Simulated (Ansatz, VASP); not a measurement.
**CuO (Tenorite): VASP beside Ansatz**

Wanted: the spread between two codes on one cell, functional and k mesh. The cell is taken from a series of runs on this material, whose earlier steps may have relaxed, scaled, displaced or heated it; both programs get it as it stands.

Program: Ansatz 0.2.0. Level of theory: plane waves, with VASP 6.6.1 beside it; single point at LDA. Results are calculated unless marked as measured.

## 1. Set-up

Symmetry: C2/c, No. 15, monoclinic system. The conventional cell has a = 4.684 Å, b = 3.423 Å, c = 5.129 Å, α = 90.00°, β = 99.54°, γ = 90.00°. Cu has 4 O at 1.95 to 1.96 Å nearest. Nearest to O lie 4 Cu at 1.95 to 1.96 Å. Farther neighbours and most contacts between anions are not listed.

## 2. Ansatz: single point, LDA

Ansatz runs on its default PAW (the set named soft_2) files.

A single point gives forces, pressure and levels at one fixed geometry, so differences don't come from the geometry; what else differs is listed under the comparison.

input.yaml reads:

```yaml
crystal:
  lattice:
    - [2.34185, -1.7113, 0.0]
    - [2.34185, 1.7113, 0.0]
    - [-0.8500274268, 0.0, 5.0578693947]
  atoms:
    - { symbol: Cu, position: [0.5, 0.0, 0.5] }
    - { symbol: Cu, position: [0.0, 0.5, 0.0] }
    - { symbol: O, position: [0.4184, 0.5816, 0.75] }
    - { symbol: O, position: [0.5816, 0.4184, 0.25] }
kpoints:
  mp_grid: { grid: [9, 9, 5] }
  band_path:
    path:
      - [[0.0, 0.0, 0.0], [-0.5, -0.5, 0.0], [-0.52478477, -0.52478477, 0.32750988], [-0.5, -0.5, 0.5], [-0.63350759, -0.36649241, 0.5]]
      - [[-0.36649241, 0.36649241, 0.5], [0.0, 0.0, 0.5], [-0.47521523, -0.47521523, 0.67249012]]
      - [[-0.5, -0.5, 0.0], [-0.61273163, -0.38726837, 0.0]]
      - [[-0.38726837, 0.38726837, 0.0], [0.0, 0.0, 0.0], [-0.5, 0.0, 0.0]]
      - [[-0.5, 0.0, 0.5], [0.0, 0.0, 0.0]]
    npoints: 5
scf:
  occupations: { method: fermi_dirac, width: 0.05 }
  n_extra_bands: 8
hamiltonian:
  xc: lda
  pseudopotentials: { kind: paw }
output:
  forces: true
  stress: true
  populations: true
  write_bands: true
```

Run with:

```sh
$ ansatz run input.yaml --threads 4 --pin off --max-ram 8192MiB --backend cpu --events-out ev --progress --plain --runs-dir out
```

Numbers of over 12 decimals in the logs are rounded to 6 here.

The program printed:

```text
scf.n_extra_bands = 8 over 25 filled bands (N_el = 50.0): the run solves 33 bands
Engine: ansatz 0.2.0, x86_64-unknown-linux-gnu
Pseudopotentials: kind: paw
Pseudopotential: Cu, paw, valence charge 19, recommended cutoff 420 eV (normal), Cu.paw.azcp
Pseudopotential: O, paw, valence charge 6, recommended cutoff 420 eV (normal), O.paw.azcp
Functional definition: SPW92
  exchange = slater_x
  correlation = pw_c
Crystal: 4 atoms, lattice volume = 40.540 Å³
Basis set: ecut = 420 eV, 787 PW (Γ)
Bands: 33, of which v1, the nominal top of the filled ones, is band 25 counted from 1 (24 counted from 0)
Symmetry: 4 space group operations
Space group: C2/c (ITA 15), of the structure as read, at distance tolerance 3.4e-5 Å
k-points: 115 of 405
Non-local potential: Cu, projectors of the file, l = 0: 3, l = 1: 2, l = 2: 3, l = 3: 1
Non-local potential: O, projectors of the file, l = 0: 2, l = 1: 2, l = 2: 1
PAW form: soft (Blöchl's): semilocal exchange-correlation on the pseudo side does not see the compensation charge
PAW frozen core: Cu, regenerated for the run's functional, and the local potential with it (the file was generated under x = pbe(κ = 0.804, μ = 0.219515), c = pbe(β = 0.066725))
PAW frozen core: O, regenerated for the run's functional, and the local potential with it (the file was generated under x = pbe(κ = 0.804, μ = 0.219515), c = pbe(β = 0.066725))
PAW one-centre angular grid: Cu, 590 points (default); XC on 64 Gauss nodes
PAW one-centre angular grid: O, 110 points (default); XC on 64 Gauss nodes
Initial density: superposition of atomic densities (neutral atoms: chi_scale 0, normalization atom), corrected by the library's trained network
Initial wavefunctions: pseudopotential atomic-orbital guess
Functional: x = slater, c = lda
SCF iter   1: F=—  HF=-14219.188255 eV  |F-HF|=—  |Δ(HF+E_count)|=         —  Δρ=2.34e-2  dr2=1.43e-1  ethr=1.77e-3  ⟨swp⟩=5.7  Hψ=13929  notcnv=0  defer=85
preconditioner: auto → Kerker (q_TF=auto, 2.825 Å⁻¹)  [metal: Δε(μ)=0.004 eV  Ē_g=13.893 eV  σ=0.050 eV  W_gap=0.02  n_scr=20 (ndim 8)  ℏωp=34.0 eV  f_vac=0.000  D(μ)=2.12/eV (n_scr^D=20)]
SCF iter   2: F=—  HF=-14219.150259 eV  |F-HF|=—  |Δ(HF+E_count)|=   3.80e-2  Δρ=9.55e-3  dr2=3.50e-2  ethr=2.85e-4  ⟨swp⟩=2.2  Hψ=6489  notcnv=0  defer=267
SCF iter   3: F=—  HF=-14219.142687 eV  |F-HF|=—  |Δ(HF+E_count)|=   7.57e-3  Δρ=3.85e-3  dr2=5.26e-3  ethr=7.00e-5  ⟨swp⟩=2.2  Hψ=4863  notcnv=0  defer=267
SCF iter   4: F=—  HF=-14219.141240 eV  |F-HF|=—  |Δ(HF+E_count)|=   1.45e-3  Δρ=1.08e-3  dr2=3.40e-4  ethr=1.05e-5  ⟨swp⟩=2.8  Hψ=5681  notcnv=0  defer=267
SCF iter   5: F=—  HF=-14219.141160 eV  |F-HF|=—  |Δ(HF+E_count)|=   8.00e-5  Δρ=2.47e-4  dr2=2.90e-5  ethr=6.81e-7  ⟨swp⟩=2.0  Hψ=5486  notcnv=0  defer=267
SCF iter   6: F=—  HF=-14219.141154 eV  |F-HF|=—  |Δ(HF+E_count)|=   5.97e-6  Δρ=5.98e-5  dr2=1.09e-6  ethr=5.80e-8  ⟨swp⟩=2.4  Hψ=5303  notcnv=0  defer=267
SCF iter   7: F=—  HF=-14219.141154 eV  |F-HF|=—  |Δ(HF+E_count)|=   8.05e-8  Δρ=2.92e-5  dr2=3.48e-7  ethr=2.17e-9  ⟨swp⟩=2.0  Hψ=5280  notcnv=0  defer=267
SCF iter   8: F=-14219.141154 eV  HF=-14219.141154 eV  |F-HF|=3.13e-8  |Δ(HF+E_count)|=   8.22e-8  Δρ=7.53e-6  dr2=1.97e-8  ethr=2.00e-10  ⟨swp⟩=7.0  Hψ=16432  notcnv=0
SCF 1 converged in 8 iterations: F = -14219.141154 eV  dr2 = 1.97e-8
  greatest PAW one-centre occupation: 1.000 electrons in one spin orbital (limit 2), on the Cu atom at site 1 (counted from 0), in its partial waves of l = 0
NSCF: frozen V_eff on 55 k-points
SCF converged after 8 iterations
Free energy (F): -14219.141154 eV
Harris-Foulkes:  -14219.141154 eV  (|F-HF|=3.13e-8)
Internal energy: -14219.123190 eV  (E = F + TS)
E sigma→0 (E₀):  -14219.132172 eV
Entropy (-TS):   -0.017964 eV (-4.491 meV/atom)
Fermi energy:    11.779564 eV
--- Per-component energies (eV) ---
  E_band       = -868.081969
  E_kinetic    = 940.799170
  E_local      = -9664.389222  (includes V_loc(G=0)·N_el)
  E_nonlocal   = 890.002440
  E_hartree    = 4175.120358
  E_xc         = -320.101372
  E_vxc        = -413.509999  (∫ρ·V_xc dr)
  E_paw        = -3477.325305  (= ΣΔE_a)
  E_vpaw       = -971.242440  (= ΣTr[D̂ρ^β])
  E_aug_tail   = 0.005511  (compensation charges beyond the density's cutoff)
  E_ewald      = -6764.327933
  E_core_change = 1.093163  (= ΣΔE_core)
  E_smearing   = -0.017964  (= −TS)
  E_closure    = -0.000000  (closes the sum)
  Σ components = -14219.141154   (vs F -14219.141154, Δ=0.00e0)
--- Forces (eV/Å), atoms counted from 1 ---
  atom   1  Cu    -0.00000000    -0.00000000     0.00000000
  atom   2  Cu    -0.00000000     0.00000000     0.00000000
  atom   3  O      0.00000000    -0.47401895    -0.00000000
  atom   4  O      0.00000000     0.47401895     0.00000000
  max |Σ_I F_I| component: 1.89e-29 eV/Å
--- Stress (GPa, compression-positive) ---
      -10.626851      -0.000000       0.272897
       -0.000000      -5.632731      -0.000000
        0.272879      -0.000000     -12.535204
  P = ⅓ Tr σ = -9.5983 GPa (-95.983 kbar)
--- Band table (eV; the first three rows and the last of 115) ---
  k-point 0: bands = [... 21 lower, 9.5737, 9.6313, 10.1444, 12.0012, 12.7247, 13.4795, 17.7028, 19.8113, ... 4 higher]
  k-point 1: bands = [... 21 lower, 9.7004, 9.8766, 10.0371, 11.9637, 12.5667, 14.0086, 17.1680, 20.6305, ... 4 higher]
  k-point 2: bands = [... 21 lower, 9.7012, 10.1621, 10.2736, 11.9214, 12.1910, 15.1011, 16.2071, 22.3205, ... 4 higher]
  k-point 114: bands = [... 21 lower, 10.0594, 10.4222, 10.5027, 11.1032, 11.7883, 16.5419, 17.5531, 20.2595, ... 4 higher]
--- Löwdin populations: 4 sites ---
  site symbol       q [e]
     0     Cu     18.0207
     1     Cu     18.0207
     2      O      6.8654
     3      O      6.8654
  spilling = 0.004558 (of n_electrons = 50.000000)
```

## 3. VASP: single point, LDA

The same cell, functional (in two slightly different forms), mesh and smearing now go to VASP, with its own data sets and cutoff.

Lines of VASP's logs that name or quote its potential files are left out, and so is its time.

INCAR reads:

```
SYSTEM = CuO
PREC = Accurate
ENCUT = 520
EDIFF = 1E-06
NELM = 100
ISMEAR = -1
SIGMA = 0.05
LREAL = .FALSE.
ALGO = Normal
GGA = CA
NBANDS = 23
LASPH = .TRUE.
LORBIT = 11
LWAVE = .FALSE.
LCHARG = .FALSE.
KPAR = 2
ISIF = 2
```

POSCAR reads:

```
CuO
1.0
    2.3418500000     -1.7113000000      0.0000000000
    2.3418500000      1.7113000000      0.0000000000
   -0.8500274268      0.0000000000      5.0578693947
Cu O
2 2
Direct
    0.5000000000      0.0000000000      0.5000000000
    0.0000000000      0.5000000000      0.0000000000
    0.4184000000      0.5816000000      0.7500000000
    0.5816000000      0.4184000000      0.2500000000
```

KPOINTS reads:

```
Automatic mesh
0
Gamma
9 9 5
0 0 0
```

The projector-augmented-wave data sets are Cu and O (LDA family, release 64).

Run with:

```sh
$ mpirun -np 2 vasp_std
```

The program printed:

```text
[banner, memory and clock lines left out]
running    2 mpi-ranks, on    1 nodes
 distrk:  each k-point on    1 cores,    2 groups
 distr:  one band on    1 cores,    1 groups

 POSCAR found type information on POSCAR CuO
 POSCAR found :  2 types and       4 ions
 LDA part: xc-table for (Slater(with rela. corr.)+CA(PZ))
 , standard interpolation
 POSCAR, INCAR and KPOINTS ok, starting setup
 FFT: planning ... GRIDC
 FFT: planning ... GRID_SOFT
 FFT: planning ... GRID
 WAVECAR not read
 entering main loop
       N       E                     dE             d eps       ncg     rms          rms(c)
DAV:   1     0.297235340430E+03    0.29724E+03   -0.16758E+04  5490   0.239E+03
DAV:   2     0.101048592869E+02   -0.28713E+03   -0.26851E+03  5375   0.422E+02
DAV:   3    -0.278016511286E+02   -0.37907E+02   -0.35986E+02  7013   0.171E+02
DAV:   4    -0.291086813575E+02   -0.13070E+01   -0.13025E+01  6359   0.337E+01
DAV:   5    -0.291315116424E+02   -0.22830E-01   -0.22825E-01  7143   0.393E+00    0.173E+01
DAV:   6    -0.267777833744E+02    0.23537E+01   -0.43700E+01  7735   0.171E+02    0.134E+01
DAV:   7    -0.230786216035E+02    0.36992E+01   -0.11115E+01  6339   0.128E+02    0.264E+00
DAV:   8    -0.232113617250E+02   -0.13274E+00   -0.20232E+00  5816   0.101E+01    0.163E+00
DAV:   9    -0.231610154643E+02    0.50346E-01   -0.71322E-02  8901   0.708E+00    0.460E-01
DAV:  10    -0.231577665341E+02    0.32489E-02   -0.14205E-02  7665   0.169E+00    0.343E-01
DAV:  11    -0.231563331018E+02    0.14334E-02   -0.71428E-03  8195   0.780E-01    0.493E-02
DAV:  12    -0.231563582889E+02   -0.25187E-04   -0.31494E-04  7178   0.219E-01    0.392E-02
DAV:  13    -0.231563448133E+02    0.13476E-04   -0.33138E-05  8337   0.769E-02    0.701E-03
DAV:  14    -0.231563442827E+02    0.53058E-06   -0.39590E-06  5326   0.207E-02
   1 F= -.23156344E+02 E0= -.23147384E+02  d E =-.179200E-01
```

Parts of OUTCAR (step 3):

```text
ion  position               nearest neighbor table
   1  0.500  0.000  0.500-   3 1.95   4 1.95   4 1.96   3 1.96
   2  0.000  0.500  0.000-   4 1.95   3 1.95   4 1.96   3 1.96
   3  0.418  0.582  0.750-   2 1.95   1 1.95   2 1.96   1 1.96
   4  0.582  0.418  0.250-   1 1.95   2 1.95   2 1.96   1 1.96

  LATTYP: Found a base centered monoclinic cell.
 ALAT       =     4.6837000000
 B/A-ratio  =     0.7307470589
 C/A-ratio  =     1.0950317057
 COS(beta)  =    -0.1657361228

 Subroutine GETGRP returns: Found  4 space group operations
 (whereof  2 operations were pure point group operations)

The static configuration has the point symmetry S_2 .
 The point group associated with its full space group is C_2h.

 Found    115 irreducible k-points:

   k-points           NKPTS =    115   k-points in BZ     NKDIM =    115   number of bands    NBANDS=     23

   dimension x,y,z NGX =    24 NGY =   24 NGZ =   40
   dimension x,y,z NGXF=    48 NGYF=   48 NGZF=   80

   ENCUT  =  520.0 eV  38.22 Ry    6.18 a.u.   5.39  5.39  9.54*2*pi/ulx,y,z

   NELECT =      34.0000    total number of electrons

 k-points in reciprocal lattice and weights: Automatic mesh
   0.00000000  0.00000000  0.00000000       0.002
   0.11111111 -0.00000000  0.00000000       0.010
   0.22222222 -0.00000000  0.00000000       0.010
   0.33333333 -0.00000000  0.00000000       0.010
   0.44444444 -0.00000000  0.00000000       0.010
   0.11111111  0.11111111  0.00000000       0.005
   0.22222222  0.11111111  0.00000000       0.010
   0.33333333  0.11111111  0.00000000       0.010
   0.44444444  0.11111111  0.00000000       0.010
[...]
-0.11111111 -0.22222222  0.40000000       0.010
  -0.11111111 -0.11111111  0.40000000       0.005

 average (electrostatic) potential at core
       1 -66.5583       2 -66.5583       3 -71.5110       4 -71.5110

 E-fermi :   5.3773

 k-point     1 :       0.0000    0.0000    0.0000
  band No.  band energies     occupation
    ...
     12       2.7566      2.00000
     13       2.9818      2.00000
     14       3.1568      2.00000
     15       3.2137      2.00000
     16       3.7353      2.00000
     17       5.6107      0.01861
     18       6.3240      0.00000
     19       7.1310      0.00000
     20      11.3615      0.00000
     21      13.4740      0.00000
    ...

 k-point     2 :       0.1111   -0.0000    0.0000
  band No.  band energies     occupation
    ...
     12       2.9971      2.00000
     13       3.1637      2.00000
     14       3.2413      2.00000
     15       3.2596      2.00000
     16       3.7356      2.00000
     17       5.4793      0.22977
     18       6.2038      0.00000
     19       7.6062      0.00000
     20      11.8994      0.00000
     21      13.1777      0.00000
    ...

 k-point     3 :       0.2222   -0.0000    0.0000
  band No.  band energies     occupation
    ...
     13       3.1569      2.00000
     14       3.5134      2.00000
     15       3.5322      2.00000
     16       3.7341      2.00000
     17       5.3026      1.63328
     18       6.0143      0.00001
     19       8.6983      0.00000
     20      12.3397      0.00000
     21      13.1407      0.00000
     22      15.7714      0.00000
    ...

  Total       -2.4451317     -1.3250533     -2.9147782      0.0000000      0.0000000      0.0574510
  in kB      -96.6340110    -52.3674113   -115.1949051      0.0000000      0.0000000      2.2705200
  external PRESSURE =     -88.0654425 kB  Pullay stress =       0.0000000 kB

  energy-cutoff  :      520.00
  volume of cell :       40.54
      direct lattice vectors                 reciprocal lattice vectors
     2.341850000 -1.711300000  0.000000000     0.213506416 -0.292175539  0.035881968
     2.341850000  1.711300000  0.000000000     0.213506416  0.292175539  0.035881968
    -0.850027427  0.000000000  5.057869395     0.000000000  0.000000000  0.197711709

 POSITION                                       TOTAL-FORCE (eV/Angst)
 -----------------------------------------------------------------------------------
      0.74591     -0.85565      2.52893         0.000000      0.000000      0.000000
      1.17092      0.85565      0.00000         0.000000      0.000000      0.000000
      1.70433      0.27928      3.79340        -0.000000     -0.427227     -0.000000
      2.12934     -0.27928      1.26447        -0.000000      0.427227      0.000000
 -----------------------------------------------------------------------------------
    total drift:                                0.000000     -0.000000     -0.000000

  FREE ENERGIE OF THE ION-ELECTRON SYSTEM (eV)
  ---------------------------------------------------
  free  energy   TOTEN  =       -23.1563442827 eV

  energy  without entropy=      -23.1384243235  energy(sigma->0) =      -23.14738430

 total charge
# of ion       s       p       d       tot
------------------------------------------
    1        0.386   0.395   9.144   9.926
    2        0.386   0.395   9.144   9.926
    3        1.564   3.357   0.000   4.922
    4        1.564   3.357   0.000   4.922
--------------------------------------------------
tot          3.901   7.504  18.289  29.694

[... 3 further parts left out ...]
```

This run has no spin polarisation, so a moment on Cu, if there is one, isn't seen. Oxides and halides of Cu are often magnetic insulators, and a metal at this level, without U or exact exchange, may be an artefact.

## 4. Side by side

Known differences besides the potentials themselves: the two LDA forms differ slightly; the data sets hold 50 valence electrons in Ansatz (default PAW (the set named soft_2) files) and 34 in VASP; the cutoff is 420 eV in Ansatz and 520 eV in VASP; VASP's log shows a relativistic correction to its local exchange, Ansatz's none. Total energies have different zeros and are not compared.

Compared:

```tsv
quantity	Ansatz	VASP	difference
pressure (GPa)	-9.60	-8.81	-0.79
```

Forces (eV/Å; atoms numbered as in POSCAR):

```tsv
atom	Ansatz x, y, z	VASP x, y, z
Cu1	0.000, 0.000, 0.000	0.000, 0.000, 0.000
Cu2	0.000, 0.000, 0.000	0.000, 0.000, 0.000
O3	0.000, -0.474, 0.000	0.000, -0.427, 0.000
O4	0.000, 0.474, 0.000	0.000, 0.427, 0.000
```

The forces differ by 19 meV/Å r.m.s., which is 11.0 % of the r.m.s. force of 0.17 eV/Å (both taken over all components).

## 5. Other set-ups

Further runs change the set-up of one program: Ansatz's method, potentials or start, or VASP's data sets, cutoff or form of LDA. The table gives Ansatz less VASP for each quantity, since a change that brings one quantity closer may part another.

```tsv
run	r.m.s. force difference (meV/Å)	pressure (GPa)
as above	19	-0.79
VASP with GGA = PW92, the form of LDA that Ansatz uses	17	-0.62
VASP with the data sets Cu_sv_GW and O_GW and a cutoff of 750 eV	10	1.0
VASP with the data sets Cu and O_h and a cutoff of 1230 eV	18	-0.65
```

## 6. Results

```json
{
  "r.m.s. force difference (single point, LDA)": "19 meV/Å",
  "difference in pressure (single point, LDA)": "-0.79 GPa"
}
```

**Reading.** The r.m.s. force difference is 19 meV/Å (single point, LDA), beyond the 12 meV/Å picked in this series as the mark of a large difference. Single point, LDA, VASP with the data sets Cu_sv_GW and O_GW and a cutoff of 750 eV: r.m.s. force difference goes from 19 to 10 meV/Å; the difference in pressure goes from -0.79 to 1.0 GPa. Such differences can come from data sets, numerical settings and the points named under the comparisons, not from the functional's error against experiment.

[Lines on the potential files, build, host, timing and source positions are cut from VASP's logs without a mark.]

[Logs are printed without paths, hosts, clocks, repeated set-up lines and the standing remarks that a program may print on its own settings, such as how far it seeks lower states.]

[Hosts, paths, dates, database ids (printed as entryN), source tags and the programs' standing remarks are cut or masked in the printed files.]
